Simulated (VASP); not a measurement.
**TiO2 (Anatase): the band gap up a ladder of functionals**

How far up the ladder of functionals must one climb to get the gap of TiO2 (Anatase) right? The levels: LDA, PBEsol, PBE, r2SCAN, TB-mBJ, TPSS, HSE06, r2SCAN0 and HSEsol. The start is a cell from a database of measured crystal structures.

Program: VASP 6.6.1. Level of theory: LDA; plane waves and PAW (Ti_sv, O), in the first sound run; inputs show where later runs differ. Results are calculated unless marked as measured.

Experimental background.

For TiO2, anatase (commercial powder, mean particle diameter 143 nm, hand pressed, 300 K), “Part I: determination of a structure/property transformation mechanism responsible for changes in the point of zero change of anatase titania with decreasing particle size” (2024, pmc:11477903) gives, by UV-VIS-NIR reflection spectroscopy: band gap (indirect optical gap from reflection cut-off wavelength, 143 nm …) 3.261 eV [Gap from reflection cut-off wavelength, not a Tauc fit; hand-pressed powder; same powder …].

Report form: the programs' logs are mostly left out.

**1. The structure**

The structure is tetragonal, space group I4_1/amd (No. 141). Conventional cell: a = 3.784 Å, b = 3.784 Å, c = 9.515 Å, α = 90.00°, β = 90.00°, γ = 90.00°. Ti has 6 O at 1.93 to 1.98 Å nearest. Nearest to O lie 3 Ti at 1.93 to 1.98 Å. Farther neighbours and most contacts between anions are not listed.

**2. Bands with LDA**

The mesh alone shows little of the dispersion and can miss band extrema, so KPOINTS_OPT adds a path through the symmetry points after the self-consistent cycle. LDA, the lowest rung, knows the local density alone.

Input file INCAR:

```
SYSTEM = TiO2
PREC = Accurate
ENCUT = 520
EDIFF = 1E-06
NELM = 100
ISMEAR = 0
SIGMA = 0.02
LREAL = .FALSE.
ALGO = Normal
GGA = CA
NBANDS = 40
LASPH = .TRUE.
LORBIT = 11
LWAVE = .FALSE.
LCHARG = .FALSE.
KPAR = 8
```

Input file POSCAR:

```
TiO2
1.0
   -1.8921000000      1.8921000000      4.7573000000
    1.8921000000     -1.8921000000      4.7573000000
    1.8921000000      1.8921000000     -4.7573000000
Ti O
2 4
Direct
    0.0000000000      0.0000000000      0.0000000000
    0.7500000000      0.2500000000      0.5000000000
    0.2081000000      0.2081000000      0.0000000000
    0.9581000000      0.4581000000      0.5000000000
    0.5419000000      0.0419000000      0.5000000000
    0.7919000000      0.7919000000      0.0000000000
```

Input file KPOINTS:

```
Automatic mesh
0
Gamma
5 5 5
0 0 0
```

Input file KPOINTS_OPT:

```
Line mode
16
Line-mode
Reciprocal
  0.00000000   0.00000000   0.00000000 GAMMA
  0.00000000   0.00000000   0.50000000 X

  0.00000000   0.00000000   0.50000000 X
 -0.07909283   0.07909283   0.50000000 Y

 -0.07909283   0.07909283   0.50000000 Y
 -0.28954641   0.28954641   0.28954641 S

 -0.28954641   0.28954641   0.28954641 S
  0.00000000   0.00000000   0.00000000 GAMMA

  0.00000000   0.00000000   0.00000000 GAMMA
  0.50000000   0.50000000  -0.50000000 Z

  0.50000000   0.50000000  -0.50000000 Z
  0.28954641   0.71045359  -0.28954641 S1

  0.28954641   0.71045359  -0.28954641 S1
  0.00000000   0.50000000   0.00000000 N

  0.00000000   0.50000000   0.00000000 N
  0.25000000   0.25000000   0.25000000 P

  0.25000000   0.25000000   0.25000000 P
  0.50000000   0.50000000  -0.07909283 Y1

  0.50000000   0.50000000  -0.07909283 Y1
  0.50000000   0.50000000  -0.50000000 Z

  0.00000000   0.00000000   0.50000000 X
  0.25000000   0.25000000   0.25000000 P
```

Potentials, in the order of the species: Ti_sv and O (PBE family, release 64).

Launch:

```
mpirun -np 8 vasp_std
```

The job ended after 69 s (8 MPI ranks of Intel Xeon Platinum 8559C (Emerald Rapids), shared host; peak memory 2.2 GiB).

The PAW data sets were made with PBE, though LDA sets exist; this is a small mismatch. At this level the cell is under a tension of 5.5 GPa, so at these settings it is away from equilibrium.

Numbers from this step:

| Property | Result |
| --- | --- |
| SCF cycles | 17 |
| electrons | 48 |
| bands | 40 |
| irreducible k-points | 18 |
| symmetry operations | 16 |
| free energy (TOTEN) | -58.9686 eV |
| Fermi energy | 3.186 eV |
| pressure | -5.524 GPa |
| metallic | no |
| least gap on mesh and path | 1.980 eV |
| least direct gap on mesh and path | 2.334 eV |
| valence top at k | 0, 0, 0.4333 |
| conduction bottom at k | 0, 0, 0 |
| least direct gap at k | 0.2667, 0.2667, -0.2667 |

Electronic bands along the path, in eV, zero at the valence-band top; v1 is the highest filled band, c1 the lowest empty one:

```tsv
point	v4	v3	v2	v1	c1	c2	c3	c4
Γ	-0.78	-0.78	-0.49	-0.49	1.98	2.75	3.90	3.90
0.47 of the way	-1.83	-1.05	-0.60	-0.27	2.86	3.04	3.40	3.59
X	-2.12	-2.12	-0.05	-0.05	3.25	3.25	3.75	3.75
0.53 of the way	-2.07	-2.07	-0.06	-0.06	3.24	3.24	3.73	3.73
Y	-1.96	-1.96	-0.09	-0.09	3.22	3.22	3.69	3.69
0.47 of the way	-1.97	-1.12	-0.48	-0.38	3.06	3.09	3.54	3.66
S	-1.22	-0.95	-0.94	-0.84	3.11	3.38	3.49	3.55
0.47 of the way	-1.55	-0.97	-0.85	-0.62	3.04	3.27	3.30	3.55
Γ	-0.78	-0.78	-0.49	-0.49	1.98	2.75	3.90	3.90
0.53 of the way	-1.12	-1.12	-0.23	-0.23	2.10	2.61	3.73	3.73
Z	-1.29	-1.29	-0.13	-0.13	2.35	2.35	3.68	3.68
0.53 of the way	-1.33	-0.70	-0.66	-0.61	2.65	3.18	3.30	3.45
S1	-1.22	-0.95	-0.94	-0.84	3.11	3.38	3.49	3.55
0.47 of the way	-1.50	-1.01	-0.85	-0.77	3.14	3.40	3.50	3.58
N	-2.01	-0.99	-0.86	-0.65	3.13	3.46	3.49	3.59
0.47 of the way	-1.91	-1.02	-0.61	-0.41	3.05	3.16	3.60	3.63
P	-1.63	-1.63	-0.26	-0.26	3.50	3.50	3.53	3.53
0.47 of the way	-1.91	-1.71	-0.20	-0.14	3.31	3.35	3.64	3.69
Y1	-1.96	-1.96	-0.09	-0.09	3.22	3.22	3.69	3.69
0.47 of the way	-1.18	-1.18	-0.50	-0.50	2.97	2.97	3.46	3.46
Z	-1.29	-1.29	-0.13	-0.13	2.35	2.35	3.68	3.68
jump to X	-2.12	-2.12	-0.05	-0.05	3.25	3.25	3.75	3.75
0.47 of the way	-1.87	-1.87	-0.14	-0.14	3.32	3.32	3.69	3.69
P	-1.63	-1.63	-0.26	-0.26	3.50	3.50	3.53	3.53
```

Of the projections kept (Ti, O), the largest for each band there; the rest of the weight can lie on other orbitals:

```tsv
point	v4	v3	v2	v1	c1	c2	c3	c4
Γ	O 0.80	O 0.86	O 1.00	O 1.00	Ti 1.00	Ti 1.00	Ti 0.84	Ti 0.84
X	O 0.74	O 0.74	O 0.96	O 0.96	Ti 0.95	Ti 0.95	Ti 0.81	Ti 0.81
Y	O 0.75	O 0.75	O 0.96	O 0.96	Ti 0.95	Ti 0.95	Ti 0.82	Ti 0.82
S	O 0.91	O 0.89	O 0.95	O 0.84	Ti 0.90	Ti 0.97	Ti 0.85	Ti 0.94
Γ	O 0.80	O 0.86	O 1.00	O 1.00	Ti 1.00	Ti 1.00	Ti 0.84	Ti 0.84
Z	O 0.85	O 0.85	O 0.96	O 0.96	Ti 1.00	Ti 1.00	Ti 0.96	Ti 0.96
```

Force by atom:

```tsv
atom	x (eV/Å)	y (eV/Å)	z (eV/Å)	size
Ti1	0.0000	0.0000	0.0000	0.0000
Ti2	0.0000	0.0000	0.0000	0.0000
O3	0.0000	0.0000	-0.0915	0.0915
O4	0.0000	0.0000	-0.0915	0.0915
O5	0.0000	0.0000	0.0915	0.0915
O6	0.0000	0.0000	0.0915	0.0915
```

The gap is 1.98 eV, indirect. The gap lies -1.28 eV from the measured 3.26 eV.

**3. Bands with PBEsol**

This step: PBEsol; plane waves and PAW (Ti_sv, O) (VASP 6.6.1).

PBEsol restores the gradient expansion of exchange and is tuned for the cells of solids.

INCAR: that of step 2 with these lines changed.

```diff
@@ -9,3 +9,3 @@
 ALGO = Normal
-GGA = CA
+GGA = PS
 NBANDS = 40
```

POSCAR is that of step 2.

KPOINTS is that of step 2.

KPOINTS_OPT is that of step 2.

Launch:

```
mpirun -np 8 vasp_std
```

Elapsed: 76 s, on 8 MPI ranks; peak memory 2.6 GiB; 10 min of CPU time.

The PAW data sets were made with PBE, which is usual practice but a small mismatch for other functionals.

Numbers from this step:

```yaml
free_energy_toten: -56.2161 eV
fermi_energy: 3.407 eV
pressure: -0.3835 GPa
least_gap_on_mesh_and_path: 2.046 eV
least_direct_gap_on_mesh_and_path: 2.395 eV
```

Electronic bands along the path, in eV, zero at the valence-band top; v1 is the highest filled band, c1 the lowest empty one:

```tsv
point	v4	v3	v2	v1	c1	c2	c3	c4
Γ	-0.77	-0.77	-0.49	-0.49	2.05	2.81	3.96	3.96
0.47 of the way	-1.82	-1.05	-0.60	-0.27	2.93	3.09	3.46	3.64
X	-2.10	-2.10	-0.05	-0.05	3.31	3.31	3.80	3.80
0.53 of the way	-2.05	-2.05	-0.06	-0.06	3.30	3.30	3.78	3.78
Y	-1.94	-1.94	-0.09	-0.09	3.28	3.28	3.74	3.74
0.47 of the way	-1.97	-1.11	-0.48	-0.37	3.12	3.15	3.59	3.71
S	-1.21	-0.95	-0.93	-0.83	3.17	3.45	3.54	3.60
0.47 of the way	-1.55	-0.96	-0.84	-0.62	3.10	3.32	3.35	3.61
Γ	-0.77	-0.77	-0.49	-0.49	2.05	2.81	3.96	3.96
0.53 of the way	-1.11	-1.11	-0.23	-0.23	2.17	2.68	3.79	3.79
Z	-1.28	-1.28	-0.13	-0.13	2.41	2.41	3.74	3.74
0.53 of the way	-1.33	-0.70	-0.66	-0.60	2.71	3.24	3.35	3.51
S1	-1.21	-0.95	-0.93	-0.83	3.17	3.45	3.54	3.60
0.47 of the way	-1.49	-0.99	-0.84	-0.77	3.21	3.47	3.55	3.63
N	-2.00	-0.98	-0.85	-0.65	3.19	3.52	3.54	3.64
0.47 of the way	-1.91	-1.01	-0.61	-0.40	3.10	3.22	3.65	3.68
P	-1.62	-1.62	-0.26	-0.26	3.55	3.55	3.58	3.58
0.47 of the way	-1.90	-1.69	-0.19	-0.14	3.37	3.41	3.69	3.74
Y1	-1.94	-1.94	-0.09	-0.09	3.28	3.28	3.74	3.74
0.47 of the way	-1.17	-1.17	-0.50	-0.50	3.03	3.03	3.51	3.51
Z	-1.28	-1.28	-0.13	-0.13	2.41	2.41	3.74	3.74
jump to X	-2.10	-2.10	-0.05	-0.05	3.31	3.31	3.80	3.80
0.47 of the way	-1.86	-1.86	-0.13	-0.13	3.38	3.38	3.74	3.74
P	-1.62	-1.62	-0.26	-0.26	3.55	3.55	3.58	3.58
```

Of the projections kept (Ti, O), the largest for each band there; the rest of the weight can lie on other orbitals:

```tsv
point	v4	v3	v2	v1	c1	c2	c3	c4
Γ	O 0.80	O 0.80	O 1.00	O 1.00	Ti 1.00	Ti 1.00	Ti 0.84	Ti 0.84
X	O 0.74	O 0.74	O 0.96	O 0.96	Ti 0.95	Ti 0.95	Ti 0.81	Ti 0.81
Y	O 0.75	O 0.75	O 0.96	O 0.96	Ti 0.95	Ti 0.95	Ti 0.82	Ti 0.82
S	O 0.91	O 0.89	O 0.95	O 0.84	Ti 0.90	Ti 0.97	Ti 0.85	Ti 0.94
Γ	O 0.80	O 0.80	O 1.00	O 1.00	Ti 1.00	Ti 1.00	Ti 0.84	Ti 0.84
Z	O 0.85	O 0.85	O 0.96	O 0.96	Ti 1.00	Ti 1.00	Ti 0.96	Ti 0.96
```

The gap is 2.05 eV, indirect. Against LDA that is +0.07 eV; the cost is about the same. The gap lies -1.21 eV from the measured 3.26 eV.

**4. Bands with PBE**

This step: PBE; plane waves and PAW (Ti_sv, O) (VASP 6.6.1).

PBE, the usual starting point, adds the gradient of the density.

INCAR: that of step 3 with these lines changed.

```diff
@@ -9,3 +9,3 @@
 ALGO = Normal
-GGA = PS
+GGA = PE
 NBANDS = 40
```

POSCAR is that of step 3.

KPOINTS is that of step 3.

KPOINTS_OPT is that of step 3.

Launch:

```
mpirun -np 8 vasp_std
```

It took 71 s on 8 MPI ranks; peak memory 2.7 GiB.

At this level the cell is under a pressure of 5.9 GPa, so at these settings it is away from equilibrium.

The electronic bands at the labelled points (eV, zero at the valence-band top; v1 is the highest filled band, c1 the lowest empty one):

```tsv
point	v4	v3	v2	v1	c1	c2	c3	c4
Γ	-0.77	-0.77	-0.48	-0.48	2.09	2.83	3.97	3.97
0.47 of the way	-1.81	-1.03	-0.59	-0.26	2.95	3.10	3.47	3.66
X	-2.07	-2.07	-0.05	-0.05	3.33	3.33	3.80	3.80
0.53 of the way	-2.02	-2.02	-0.06	-0.06	3.32	3.32	3.79	3.79
Y	-1.91	-1.91	-0.09	-0.09	3.30	3.30	3.75	3.75
0.47 of the way	-1.94	-1.10	-0.47	-0.37	3.14	3.16	3.60	3.72
S	-1.20	-0.94	-0.91	-0.83	3.20	3.46	3.56	3.60
0.47 of the way	-1.53	-0.95	-0.83	-0.61	3.13	3.33	3.37	3.62
Γ	-0.77	-0.77	-0.48	-0.48	2.09	2.83	3.97	3.97
0.53 of the way	-1.10	-1.10	-0.23	-0.23	2.21	2.70	3.80	3.80
Z	-1.27	-1.27	-0.13	-0.13	2.45	2.45	3.75	3.75
0.53 of the way	-1.31	-0.69	-0.65	-0.60	2.74	3.25	3.36	3.52
S1	-1.20	-0.94	-0.91	-0.83	3.20	3.46	3.56	3.60
0.47 of the way	-1.47	-0.98	-0.84	-0.76	3.23	3.48	3.56	3.63
N	-1.97	-0.96	-0.85	-0.65	3.22	3.54	3.55	3.65
0.47 of the way	-1.89	-1.00	-0.60	-0.39	3.12	3.24	3.66	3.70
P	-1.60	-1.60	-0.25	-0.25	3.56	3.56	3.59	3.59
0.47 of the way	-1.87	-1.67	-0.19	-0.13	3.38	3.42	3.69	3.74
Y1	-1.91	-1.91	-0.09	-0.09	3.30	3.30	3.75	3.75
0.47 of the way	-1.15	-1.15	-0.49	-0.49	3.05	3.05	3.52	3.52
Z	-1.27	-1.27	-0.13	-0.13	2.45	2.45	3.75	3.75
jump to X	-2.07	-2.07	-0.05	-0.05	3.33	3.33	3.80	3.80
0.47 of the way	-1.83	-1.83	-0.13	-0.13	3.39	3.39	3.75	3.75
P	-1.60	-1.60	-0.25	-0.25	3.56	3.56	3.59	3.59
```

Of the projections kept (Ti, O), the largest for each band there; the rest of the weight can lie on other orbitals:

```tsv
point	v4	v3	v2	v1	c1	c2	c3	c4
Γ	O 0.80	O 0.80	O 1.00	O 1.00	Ti 1.00	Ti 1.00	Ti 0.84	Ti 0.84
X	O 0.75	O 0.75	O 0.97	O 0.97	Ti 0.95	Ti 0.95	Ti 0.82	Ti 0.82
Y	O 0.76	O 0.76	O 0.96	O 0.96	Ti 0.95	Ti 0.95	Ti 0.83	Ti 0.83
S	O 0.91	O 0.90	O 0.95	O 0.84	Ti 0.90	Ti 0.97	Ti 0.85	Ti 0.94
Γ	O 0.80	O 0.80	O 1.00	O 1.00	Ti 1.00	Ti 1.00	Ti 0.84	Ti 0.84
Z	O 0.85	O 0.85	O 0.96	O 0.96	Ti 1.00	Ti 1.00	Ti 0.96	Ti 0.96
```

The gap is 2.09 eV, indirect. Against LDA that is +0.11 eV; the cost is about the same. The gap lies -1.17 eV from the measured 3.26 eV.

**5. Bands with r2SCAN**

This step: r2SCAN; plane waves and PAW (Ti_sv, O) (VASP 6.6.1).

r2SCAN adds the kinetic-energy density, costs more than a GGA and is run with LASPH.

INCAR: that of step 4 with these lines changed.

```diff
@@ -9,5 +9,5 @@
 ALGO = Normal
-GGA = PE
+METAGGA = R2SCAN
+LASPH = .TRUE.
 NBANDS = 40
-LASPH = .TRUE.
 LORBIT = 11
```

POSCAR is that of step 4.

KPOINTS is that of step 4.

KPOINTS_OPT is that of step 4.

Launch:

```
mpirun -np 8 vasp_std
```

Wall time 3.9 min (8 MPI ranks); peak memory 2.8 GiB; 31 min of CPU time.

The electronic bands at the labelled points (eV, zero at the valence-band top; v1 is the highest filled band, c1 the lowest empty one):

```tsv
point	v4	v3	v2	v1	c1	c2	c3	c4
Γ	-0.79	-0.79	-0.50	-0.50	2.52	3.27	4.41	4.41
0.47 of the way	-1.89	-1.06	-0.63	-0.27	3.38	3.50	3.90	4.08
X	-2.11	-2.11	-0.05	-0.05	3.75	3.75	4.22	4.22
0.53 of the way	-2.06	-2.06	-0.06	-0.06	3.74	3.74	4.20	4.20
Y	-1.95	-1.95	-0.09	-0.09	3.72	3.72	4.16	4.16
0.47 of the way	-1.99	-1.14	-0.49	-0.38	3.56	3.58	4.02	4.14
S	-1.24	-0.98	-0.94	-0.87	3.62	3.90	3.97	4.02
0.47 of the way	-1.57	-0.98	-0.87	-0.64	3.56	3.74	3.77	4.03
Γ	-0.79	-0.79	-0.50	-0.50	2.52	3.27	4.41	4.41
0.53 of the way	-1.13	-1.13	-0.25	-0.25	2.64	3.14	4.24	4.24
Z	-1.32	-1.32	-0.15	-0.15	2.88	2.88	4.20	4.20
0.53 of the way	-1.36	-0.73	-0.67	-0.61	3.17	3.67	3.75	3.95
S1	-1.24	-0.98	-0.94	-0.87	3.62	3.90	3.97	4.02
0.47 of the way	-1.52	-1.01	-0.88	-0.80	3.66	3.92	3.97	4.05
N	-1.98	-0.99	-0.89	-0.68	3.65	3.95	3.96	4.07
0.47 of the way	-1.95	-1.02	-0.62	-0.39	3.52	3.66	4.08	4.12
P	-1.64	-1.64	-0.24	-0.24	3.97	3.97	4.01	4.01
0.47 of the way	-1.91	-1.71	-0.18	-0.13	3.80	3.84	4.10	4.16
Y1	-1.95	-1.95	-0.09	-0.09	3.72	3.72	4.16	4.16
0.47 of the way	-1.18	-1.18	-0.51	-0.51	3.46	3.46	3.95	3.95
Z	-1.32	-1.32	-0.15	-0.15	2.88	2.88	4.20	4.20
jump to X	-2.11	-2.11	-0.05	-0.05	3.75	3.75	4.22	4.22
0.47 of the way	-1.88	-1.88	-0.13	-0.13	3.82	3.82	4.16	4.16
P	-1.64	-1.64	-0.24	-0.24	3.97	3.97	4.01	4.01
```

Of the projections kept (Ti, O), the largest for each band there; the rest of the weight can lie on other orbitals:

```tsv
point	v4	v3	v2	v1	c1	c2	c3	c4
Γ	O 0.81	O 0.81	O 1.00	O 1.00	Ti 1.00	Ti 1.00	Ti 0.85	Ti 0.85
X	O 0.76	O 0.76	O 0.97	O 0.97	Ti 0.96	Ti 0.96	Ti 0.83	Ti 0.83
Y	O 0.77	O 0.77	O 0.96	O 0.96	Ti 0.96	Ti 0.96	Ti 0.84	Ti 0.84
S	O 0.91	O 0.90	O 0.96	O 0.85	Ti 0.91	Ti 0.97	Ti 0.86	Ti 0.95
Γ	O 0.81	O 0.81	O 1.00	O 1.00	Ti 1.00	Ti 1.00	Ti 0.85	Ti 0.85
Z	O 0.86	O 0.86	O 0.96	O 0.96	Ti 1.00	Ti 1.00	Ti 0.96	Ti 0.96
```

The gap is 2.52 eV, indirect. Against LDA that is +0.54 eV; this run took 3.4 times the core time. The gap lies -0.74 eV from the measured 3.26 eV.

**6. Bands with TB-mBJ**

This step: TB-mBJ; plane waves and PAW (Ti_sv, O) (VASP 6.6.1).

TB-mBJ is a local potential fitted to gaps: it costs far less than a hybrid but gives no energy.

INCAR: that of step 5 with these lines changed.

```diff
@@ -4,3 +4,3 @@
 EDIFF = 1E-06
-NELM = 100
+NELM = 150
 ISMEAR = 0
@@ -9,3 +9,3 @@
 ALGO = Normal
-METAGGA = R2SCAN
+METAGGA = MBJ
 LASPH = .TRUE.
```

POSCAR is that of step 5.

KPOINTS is that of step 5.

KPOINTS_OPT is that of step 5.

Launch:

```
mpirun -np 8 vasp_std
```

The job ended after 2.4 min (8 MPI ranks; peak memory 2.9 GiB; 19 min of CPU time).

This functional is a potential without an energy, so its energies, forces and stress mean nothing and are not read.

Electronic bands along the path, in eV, zero at the valence-band top; v1 is the highest filled band, c1 the lowest empty one:

```tsv
point	v4	v3	v2	v1	c1	c2	c3	c4
Γ	-0.81	-0.81	-0.44	-0.44	3.13	3.75	4.85	4.85
0.47 of the way	-1.81	-0.92	-0.63	-0.23	3.81	3.88	4.30	4.49
X	-1.83	-1.83	-0.04	-0.04	4.20	4.20	4.55	4.55
0.53 of the way	-1.79	-1.79	-0.05	-0.05	4.19	4.19	4.54	4.54
Y	-1.70	-1.70	-0.08	-0.08	4.17	4.17	4.50	4.50
0.47 of the way	-1.75	-1.02	-0.45	-0.31	3.97	4.03	4.39	4.53
S	-1.12	-0.93	-0.88	-0.76	4.13	4.31	4.34	4.40
0.47 of the way	-1.28	-0.89	-0.88	-0.59	4.07	4.08	4.16	4.43
Γ	-0.81	-0.81	-0.44	-0.44	3.13	3.75	4.85	4.85
0.53 of the way	-1.08	-1.08	-0.26	-0.26	3.22	3.64	4.73	4.73
Z	-1.24	-1.24	-0.17	-0.17	3.43	3.43	4.70	4.70
0.53 of the way	-1.23	-0.71	-0.58	-0.57	3.71	4.02	4.07	4.36
S1	-1.12	-0.93	-0.88	-0.76	4.13	4.31	4.34	4.40
0.47 of the way	-1.38	-0.90	-0.84	-0.75	4.18	4.30	4.40	4.41
N	-1.65	-0.91	-0.79	-0.70	4.18	4.28	4.43	4.44
0.47 of the way	-1.80	-0.93	-0.56	-0.30	3.90	4.12	4.48	4.52
P	-1.49	-1.49	-0.17	-0.17	4.36	4.36	4.40	4.40
0.47 of the way	-1.70	-1.53	-0.14	-0.09	4.23	4.27	4.46	4.51
Y1	-1.70	-1.70	-0.08	-0.08	4.17	4.17	4.50	4.50
0.47 of the way	-1.05	-1.05	-0.46	-0.46	3.88	3.88	4.35	4.35
Z	-1.24	-1.24	-0.17	-0.17	3.43	3.43	4.70	4.70
jump to X	-1.83	-1.83	-0.04	-0.04	4.20	4.20	4.55	4.55
0.47 of the way	-1.66	-1.66	-0.09	-0.09	4.25	4.25	4.51	4.51
P	-1.49	-1.49	-0.17	-0.17	4.36	4.36	4.40	4.40
```

Of the projections kept (Ti, O), the largest for each band there; the rest of the weight can lie on other orbitals:

```tsv
point	v4	v3	v2	v1	c1	c2	c3	c4
Γ	O 0.83	O 0.83	O 1.00	O 1.00	Ti 1.00	Ti 1.00	Ti 0.87	Ti 0.87
X	O 0.81	O 0.81	O 0.97	O 0.97	Ti 0.97	Ti 0.97	Ti 0.87	Ti 0.87
Y	O 0.81	O 0.81	O 0.97	O 0.97	Ti 0.96	Ti 0.96	Ti 0.88	Ti 0.88
S	O 0.91	O 0.91	O 0.85	O 0.98	Ti 0.92	Ti 0.89	Ti 0.97	Ti 0.97
Γ	O 0.83	O 0.83	O 1.00	O 1.00	Ti 1.00	Ti 1.00	Ti 0.87	Ti 0.87
Z	O 0.86	O 0.86	O 0.97	O 0.97	Ti 1.00	Ti 1.00	Ti 0.97	Ti 0.97
```

The gap is 3.13 eV, indirect. Against LDA that is +1.15 eV; this run took 2.1 times the core time. The gap lies -0.13 eV from the measured 3.26 eV.

**7. Bands with TPSS**

This step: TPSS; plane waves and PAW (Ti_sv, O) (VASP 6.6.1).

TPSS is an older meta-GGA.

INCAR: that of step 6 with these lines changed.

```diff
@@ -4,3 +4,3 @@
 EDIFF = 1E-06
-NELM = 150
+NELM = 100
 ISMEAR = 0
@@ -9,3 +9,3 @@
 ALGO = Normal
-METAGGA = MBJ
+METAGGA = TPSS
 LASPH = .TRUE.
```

POSCAR is that of step 6.

KPOINTS is that of step 6.

KPOINTS_OPT is that of step 6.

Launch:

```
mpirun -np 8 vasp_std
```

Elapsed: 4.5 min, on 8 MPI ranks; peak memory 2.8 GiB.

At this level the cell is under a pressure of 5.7 GPa, so at these settings it is away from equilibrium.

The electronic bands at the labelled points (eV, zero at the valence-band top; v1 is the highest filled band, c1 the lowest empty one):

```tsv
point	v4	v3	v2	v1	c1	c2	c3	c4
Γ	-0.78	-0.78	-0.48	-0.48	2.19	2.95	4.09	4.09
0.47 of the way	-1.84	-1.06	-0.62	-0.27	3.07	3.22	3.60	3.78
X	-2.10	-2.10	-0.05	-0.05	3.46	3.46	3.93	3.93
0.53 of the way	-2.05	-2.05	-0.06	-0.06	3.45	3.45	3.92	3.92
Y	-1.94	-1.94	-0.09	-0.09	3.43	3.43	3.88	3.88
0.47 of the way	-1.98	-1.13	-0.48	-0.37	3.26	3.29	3.73	3.85
S	-1.22	-0.96	-0.92	-0.85	3.30	3.58	3.68	3.73
0.47 of the way	-1.56	-0.96	-0.86	-0.63	3.24	3.46	3.48	3.74
Γ	-0.78	-0.78	-0.48	-0.48	2.19	2.95	4.09	4.09
0.53 of the way	-1.12	-1.12	-0.23	-0.23	2.31	2.82	3.92	3.92
Z	-1.30	-1.30	-0.14	-0.14	2.56	2.56	3.88	3.88
0.53 of the way	-1.34	-0.71	-0.65	-0.61	2.85	3.37	3.48	3.65
S1	-1.22	-0.96	-0.92	-0.85	3.30	3.58	3.68	3.73
0.47 of the way	-1.50	-0.98	-0.87	-0.78	3.34	3.60	3.69	3.77
N	-2.00	-0.97	-0.87	-0.67	3.33	3.65	3.67	3.78
0.47 of the way	-1.93	-1.02	-0.62	-0.39	3.23	3.37	3.79	3.83
P	-1.63	-1.63	-0.25	-0.25	3.68	3.68	3.73	3.73
0.47 of the way	-1.91	-1.70	-0.19	-0.13	3.51	3.55	3.82	3.88
Y1	-1.94	-1.94	-0.09	-0.09	3.43	3.43	3.88	3.88
0.47 of the way	-1.17	-1.17	-0.50	-0.50	3.17	3.17	3.65	3.65
Z	-1.30	-1.30	-0.14	-0.14	2.56	2.56	3.88	3.88
jump to X	-2.10	-2.10	-0.05	-0.05	3.46	3.46	3.93	3.93
0.47 of the way	-1.87	-1.87	-0.13	-0.13	3.52	3.52	3.88	3.88
P	-1.63	-1.63	-0.25	-0.25	3.68	3.68	3.73	3.73
```

Of the projections kept (Ti, O), the largest for each band there; the rest of the weight can lie on other orbitals:

```tsv
point	v4	v3	v2	v1	c1	c2	c3	c4
Γ	O 0.81	O 0.81	O 1.00	O 1.00	Ti 1.00	Ti 1.00	Ti 0.85	Ti 0.85
X	O 0.75	O 0.75	O 0.96	O 0.96	Ti 0.95	Ti 0.95	Ti 0.82	Ti 0.82
Y	O 0.76	O 0.76	O 0.96	O 0.96	Ti 0.95	Ti 0.95	Ti 0.83	Ti 0.83
S	O 0.91	O 0.90	O 0.96	O 0.84	Ti 0.90	Ti 0.97	Ti 0.85	Ti 0.94
Γ	O 0.81	O 0.81	O 1.00	O 1.00	Ti 1.00	Ti 1.00	Ti 0.85	Ti 0.85
Z	O 0.85	O 0.85	O 0.97	O 0.97	Ti 1.00	Ti 1.00	Ti 0.96	Ti 0.96
```

The gap is 2.19 eV, indirect. Against LDA that is +0.21 eV; this run took 3.9 times the core time. The gap lies -1.07 eV from the measured 3.26 eV.

(Part 1 of 2 ends here.)

[Lines on the potential files, build, host, timing and source positions are cut from VASP's logs without a mark.]

[Logs are printed without paths, hosts, clocks, repeated set-up lines and the standing remarks that a program may print on its own settings, such as how far it seeks lower states.]

[Hosts, paths, dates, database ids (printed as entryN), source tags and the programs' standing remarks are cut or masked in the printed files.]

[A measured line is paired with the nearest computed mode of its activity, which favours agreement.]
